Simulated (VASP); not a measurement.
These are PBE GGA, VASP's PBE PAW potentials (set 64) (plane waves; VASP) values and carry that method's errors.

A VASP calculation is set up with these files.

**POSCAR**
```
GaN
1
    1.6095892532    -2.7878903268     0.0000000000
    1.6095892532     2.7878903268     0.0000000000
    0.0000000000     0.0000000000     5.2415015388
Ga N
2 2
Direct
  0.6666670000   0.3333330000   0.5000480094
  0.3333330000   0.6666670000   0.0000480094
  0.6666670000   0.3333330000   0.8769519906
  0.3333330000   0.6666670000   0.3769519906
```

### KPOINTS
```
K-points
0
gamma
10 10 6
```

**INCAR**
```
SYSTEM = GaN
PREC = Accurate
ENCUT = 600
EDIFF = 1E-7
NELM = 100
ALGO = Normal
LREAL = .FALSE.
LASPH = .TRUE.
ISMEAR = 0
SIGMA = 0.05
GGA = PE
LMAXMIX = 4
LWAVE = .FALSE.
LCHARG = .FALSE.
ISIF = 3
IBRION = 2
NSW = 40
EDIFFG = -0.01
PSTRESS = 10
```

POTCAR, in this order: Ga_d N (PBE.64 set). Program: vasp_std.

Output of the run:

### OSZICAR
```
       N       E                     dE             d eps       ncg     rms          rms(c)
DAV:   1     0.296177035832E+03    0.29618E+03   -0.20160E+04  2520   0.329E+03
DAV:   2     0.104799449156E+02   -0.28570E+03   -0.27735E+03  2750   0.562E+02
DAV:   3    -0.265713441103E+02   -0.37051E+02   -0.36741E+02  2824   0.164E+02
DAV:   4    -0.282320245007E+02   -0.16607E+01   -0.16555E+01  3462   0.359E+01
DAV:   5    -0.282570839940E+02   -0.25059E-01   -0.25051E-01  2770   0.410E+00    0.108E+01
DAV:   6    -0.242304548269E+02    0.40266E+01   -0.15422E+01  4486   0.572E+01    0.308E+00
DAV:   7    -0.243527366762E+02   -0.12228E+00   -0.16927E+00  2656   0.118E+01    0.267E+00
DAV:   8    -0.243541239891E+02   -0.13873E-02   -0.30144E-01  4062   0.841E+00    0.913E-01
DAV:   9    -0.243298318015E+02    0.24292E-01   -0.12315E-01  4424   0.589E+00    0.347E-01
DAV:  10    -0.243309217871E+02   -0.10900E-02   -0.63224E-03  2946   0.924E-01    0.150E-01
DAV:  11    -0.243308037855E+02    0.11800E-03   -0.18252E-03  3828   0.790E-01    0.324E-02
DAV:  12    -0.243308226939E+02   -0.18908E-04   -0.20861E-04  2716   0.113E-01    0.188E-02
DAV:  13    -0.243308219369E+02    0.75701E-06   -0.38945E-05  3524   0.142E-01    0.145E-02
DAV:  14    -0.243308223335E+02   -0.39661E-06   -0.54543E-06  3836   0.374E-02    0.277E-03
DAV:  15    -0.243308223539E+02   -0.20423E-07   -0.10105E-06  3316   0.136E-02    0.168E-03
DAV:  16    -0.243308223415E+02    0.12445E-07   -0.30608E-07  2272   0.786E-03
   1 F= -.24037216E+02 E0= -.24037216E+02  d E =-.240372E+02
       N       E                     dE             d eps       ncg     rms          rms(c)
DAV:   1    -0.243651257921E+02   -0.34303E-01   -0.56573E-01  3018   0.173E+01    0.120E+00
DAV:   2    -0.243367900007E+02    0.28336E-01   -0.72357E-02  3486   0.693E+00    0.574E-01
DAV:   3    -0.243284823764E+02    0.83076E-02   -0.17473E-02  3878   0.304E+00    0.120E-01
DAV:   4    -0.243282077689E+02    0.27461E-03   -0.19903E-03  2482   0.426E-01    0.975E-02
DAV:   5    -0.243278794944E+02    0.32827E-03   -0.27192E-04  3378   0.143E-01    0.550E-02
DAV:   6    -0.243276863619E+02    0.19313E-03   -0.19588E-04  3930   0.164E-01    0.280E-03
DAV:   7    -0.243276867696E+02   -0.40773E-06   -0.55313E-06  2608   0.232E-02    0.238E-03
DAV:   8    -0.243276868611E+02   -0.91466E-07   -0.73003E-07  3176   0.948E-03
   2 F= -.24037486E+02 E0= -.24037486E+02  d E =-.269848E-03
       N       E                     dE             d eps       ncg     rms          rms(c)
DAV:   1    -0.243379122951E+02   -0.10226E-01   -0.12149E-01  3004   0.813E+00    0.548E-01
DAV:   2    -0.243319531920E+02    0.59591E-02   -0.14984E-02  3504   0.316E+00    0.266E-01
DAV:   3    -0.243301590059E+02    0.17942E-02   -0.38943E-03  3846   0.147E+00    0.542E-02
DAV:   4    -0.243301049758E+02    0.54030E-04   -0.46122E-04  2484   0.202E-01    0.460E-02
DAV:   5    -0.243300460691E+02    0.58907E-04   -0.42865E-05  3458   0.575E-02    0.298E-02
DAV:   6    -0.243299927126E+02    0.53357E-04   -0.55131E-05  3778   0.896E-02    0.319E-03
DAV:   7    -0.243299927523E+02   -0.39739E-07   -0.18692E-06  2640   0.121E-02    0.118E-03
DAV:   8    -0.243299927058E+02    0.46517E-07   -0.11560E-07  1906   0.627E-03
   3 F= -.24038225E+02 E0= -.24038225E+02  d E =-.100958E-02
```

### OUTCAR
```
------------------------ aborting loop because EDIFF is reached ----------------------------------------
  FORCE on cell =-STRESS in cart. coord.  units (eV):
  Direction    XX          YY          ZZ          XY          YZ          ZX
  --------------------------------------------------------------------------------------
  Total        0.2923324      0.2923324      0.3117519      0.0000000      0.0000000      0.0000000
  in kB       10.0193640     10.0193637     10.6849459      0.0000000      0.0000000      0.0000000
  external PRESSURE =       0.2412245 kB  Pullay stress =      10.0000000 kB
  volume of cell :       46.75
      direct lattice vectors                 reciprocal lattice vectors
     1.606065648 -2.781787264  0.000000000     0.311319777 -0.179740560  0.000000000
     1.606065648  2.781787264  0.000000000     0.311319777  0.179740560 -0.000000000
     0.000000000  0.000000000  5.231547690    -0.000000000  0.000000000  0.191148023
  FREE ENERGIE OF THE ION-ELECTRON SYSTEM (eV)
  ---------------------------------------------------
  free  energy   TOTEN  =       -24.3299927058 eV

  energy  without entropy=      -24.3299927058  energy(sigma->0) =      -24.32999271
  enthalpy is  TOTEN    =       -24.0382252762 eV   P V=        0.2917674296

 reached required accuracy - stopping structural energy minimisation
```
(Selected blocks of OUTCAR.)

File CONTCAR:
```
GaN
   1.00000000000000
     1.6060656479563478   -2.7817872635995577    0.0000000000000000
     1.6060656479563478    2.7817872635995577    0.0000000000000000
     0.0000000000000000    0.0000000000000000    5.2315476898757325
  Ga              N
     2     2
Direct
     0.6666669999999968    0.3333330000000032    0.5000719984327240
     0.3333330000000032    0.6666669999999968    0.0000719984327240
     0.6666669999999968    0.3333330000000032    0.8769280015672714
     0.3333330000000032    0.6666669999999968    0.3769280015672713
```

The compound is GaN in the wurtzite structure. This run relaxes it under an external pressure of 1 GPa. Symmetry was kept, so distortions that lower it aren't found.
